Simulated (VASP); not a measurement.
# C₂H₂IF: harmonic vibrations of a molecule

C₂H₂IF, molecule in box, 6 atoms in the cell. PBE, harmonic vibrations; PAW potentials F, C, I, H (PBE set).

## Input

INCAR.step1:
```
SYSTEM = H2C2IF
ALGO = Normal
EDIFF = 1E-8
EDIFFG = -0.002
ENCUT = 400
IBRION = 2
ISIF = 2
ISMEAR = 0
ISYM = 0
LASPH = .True.
LCHARG = .False.
LREAL = .False.
LWAVE = .False.
NELM = 100
NSW = 60
POTIM = 0.5
PREC = Accurate
SIGMA = 0.01
```

INCAR.step2, as INCAR.step1 but for:
```
- EDIFFG = -0.002
- IBRION = 2
- ISIF = 2
- NSW = 60
- POTIM = 0.5
+ IBRION = 5
+ NFREE = 2
+ NSW = 1
+ POTIM = 0.015
```

KPOINTS:
```
k-points
0
Gamma
  1 1 1
```

POSCAR.step1:
```
H2C2IF
1.0
   12.0000000000      0.0000000000      0.0000000000
    0.0000000000     11.0000000000      0.0000000000
    0.0000000000      0.0000000000     13.0000000000
F C I H
1 2 1 2
Direct
    0.3993500000      0.4503454500      0.3819884600
    0.4433666700      0.4762181800      0.4736884600
    0.5475833300      0.5130727300      0.4819961500
    0.6169750000      0.5534727300      0.6232423100
    0.3851916700      0.4635181800      0.5365038500
    0.6014916700      0.5239272700      0.4159884600
```

Commands (each step's output is kept before the next begins):
```
cat potpaw_PBE.64/F/POTCAR potpaw_PBE.64/C/POTCAR potpaw_PBE.64/I/POTCAR potpaw_PBE.64/H/POTCAR > POTCAR
cp INCAR.step1 INCAR
cp POSCAR.step1 POSCAR
mpirun -np 4 vasp_gam > vasp.out
cp CONTCAR POSCAR
cp INCAR.step2 INCAR
mpirun -np 4 vasp_gam > vasp.out
```

## Result

- Vibrations (cm⁻¹; a negative value is imaginary): 3151, 3142, 1618, 1281, 1147, 1066, 887, 756, 722, 335, 218, 208
- Zero-point energy (eV): 0.901
- Translations and rotations, which should read zero (cm⁻¹): -6, -4, -2, 12, 19, 34
- Vibrational entropy at 298 K (meV/K): 0.265
- Displaced cells: 36
- Ionic steps, all stages: 74
- Electronic steps, all stages: 1165

VASP 6.6.1 took 957 s on 4 cores (AMD EPYC 7R13 (Zen 3)), a shared host.
